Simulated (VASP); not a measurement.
All values below come from optB86b-vdW, VASP's PBE PAW potentials (set 64) (plane waves; VASP).

A VASP calculation is set up with these files.

**POSCAR**
```
SiC
1
    0.0000000000     2.1869229720     2.1869229720
    2.1869229720     0.0000000000     2.1869229720
    2.1869229720     2.1869229720     0.0000000000
Si C
1 1
Direct
  0.0000000000   0.0000000000   0.0000000000
  0.2500000000   0.2500000000   0.2500000000
```

### INCAR
```
PREC = Accurate
LUSE_VDW = .True.
LWAVE = .False.
EDIFF = 1E-7
LREAL = .False.   ! projection in real space or not
NEDOS = 601
LCHARG = .True.
AGGAC = 0.0
NELM = 100   ! most electronic steps
PARAM2 = 1.0
LASPH = .True.   ! aspherical one-centre terms
ISMEAR = -5
PARAM1 = 0.1234
SYSTEM = SiC
GGA = MK
ENCUT = 520
ALGO = Normal   ! blocked Davidson
LORBIT = 11
ISIF = 2
```

**KPOINTS**
```
kpoints
0
gamma
  12 12 12
```

POTCAR, in this order: Si C (PBE.64 set). Program: vasp_std.

What VASP printed:

**OUTCAR**
```
 ion  position               nearest neighbor table
   1  0.000  0.000  0.000-   2 1.89   2 1.89   2 1.89   2 1.89
   2  0.250  0.250  0.250-   1 1.89   1 1.89   1 1.89   1 1.89
  LATTYP: Found a face centered cubic cell.
 ALAT       =     4.3738459440
 Subroutine PRICEL returns:
 Original cell was already a primitive cell.
 Subroutine GETGRP returns: Found 24 space group operations
The static configuration has the point symmetry T_d .
The dynamic configuration has the point symmetry T_d .
 Subroutine INISYM returns: Found 24 space group operations
 Subroutine IBZKPT returns following result:
 Found     72 irreducible k-points:

 Following reciprocal coordinates:
            Coordinates               Weight
  0.000000  0.000000  0.000000      1.000000
  0.083333  0.000000  0.000000      8.000000
  0.166667  0.000000  0.000000      8.000000
  0.250000  0.000000  0.000000      8.000000
  0.333333  0.000000  0.000000      8.000000
  0.416667  0.000000  0.000000      8.000000
  0.500000  0.000000  0.000000      4.000000
  0.083333  0.083333  0.000000      6.000000
  0.166667  0.083333  0.000000     24.000000
...
```

**OSZICAR**
```
       N       E                     dE             d eps       ncg     rms          rms(c)
DAV:   1     0.634050438879E+01    0.63405E+01   -0.40005E+03  1184   0.836E+02
DAV:   2    -0.144353861852E+02   -0.20776E+02   -0.20223E+02  1656   0.106E+02
DAV:   3    -0.148225534280E+02   -0.38717E+00   -0.38717E+00  1304   0.174E+01
DAV:   4    -0.148238014622E+02   -0.12480E-02   -0.12480E-02  1792   0.110E+00
DAV:   5    -0.148238028135E+02   -0.13513E-05   -0.13513E-05  1336   0.206E-02    0.863E+00
DAV:   6    -0.130328280838E+02    0.17910E+01   -0.77990E+00  1280   0.158E+01    0.375E+00
DAV:   7    -0.129872559100E+02    0.45572E-01   -0.33084E-01  1768   0.410E+00    0.177E+00
DAV:   8    -0.129810299463E+02    0.62260E-02   -0.21233E-02  1216   0.134E+00    0.158E-01
DAV:   9    -0.129813026841E+02   -0.27274E-03   -0.73240E-04  1776   0.237E-01    0.101E-01
DAV:  10    -0.129814043012E+02   -0.10162E-03   -0.22475E-04  1416   0.121E-01    0.224E-02
DAV:  11    -0.129814043003E+02    0.88289E-09   -0.37400E-05  1408   0.387E-02    0.891E-03
DAV:  12    -0.129814046639E+02   -0.36360E-06   -0.14947E-06  1440   0.956E-03    0.176E-03
DAV:  13    -0.129814047127E+02   -0.48850E-07   -0.78535E-08   960   0.259E-03
   1 F= -.12981405E+02 E0= -.12981405E+02  d E =0.000000E+00
```

File OUTCAR:
```
------------------------ aborting loop because EDIFF is reached ----------------------------------------
  FORCE on cell =-STRESS in cart. coord.  units (eV):
  Direction    XX          YY          ZZ          XY          YZ          ZX
  --------------------------------------------------------------------------------------
  Total        0.0000477      0.0000477      0.0000477      0.0000000      0.0000000      0.0000000
  in kB        0.0036515      0.0036515      0.0036515      0.0000000      0.0000000      0.0000000
  external PRESSURE =       0.0036515 kB  Pullay stress =       0.0000000 kB
  volume of cell :       20.92
      direct lattice vectors                 reciprocal lattice vectors
     0.000000000  2.186922972  2.186922972    -0.228631738  0.228631738  0.228631738
     2.186922972  0.000000000  2.186922972     0.228631738 -0.228631738  0.228631738
     2.186922972  2.186922972  0.000000000     0.228631738  0.228631738 -0.228631738
  FREE ENERGIE OF THE ION-ELECTRON SYSTEM (eV)
  ---------------------------------------------------
  free  energy   TOTEN  =       -12.9814047127 eV

  energy  without entropy=      -12.9814047127  energy(sigma->0) =      -12.98140471

 total charge

# of ion       s       p       d       tot
------------------------------------------
    1        0.705   0.964   0.000   1.669
    2        0.835   1.703   0.000   2.538
--------------------------------------------------
tot          1.540   2.667   0.000   4.207
```
(Selected blocks of OUTCAR.)

The compound is SiC in the zinc blende structure. It was relaxed first.
